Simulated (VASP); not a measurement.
# GaGe (F-43m) in VASP: a series of runs, part 2 of 2

VASP 6.6.1.

### Step 7. Equation of state, PBE+D3(BJ)

No new run: the results of the series are fitted here.

Results:

| Quantity | Value |
| --- | --- |
| Equilibrium volume | 23.63 Å³/atom |
| Bulk modulus | 53 GPa |
| Pressure derivative of the bulk modulus | 4.5 (rough: it moves with the points fitted) |

Energy against volume, from the lowest point:
```
volume (Å³/atom)  energy (meV/atom)
          22.692               6.62
          23.164               1.57
          23.637               0.00
          24.110               1.54
          24.583               5.88
```
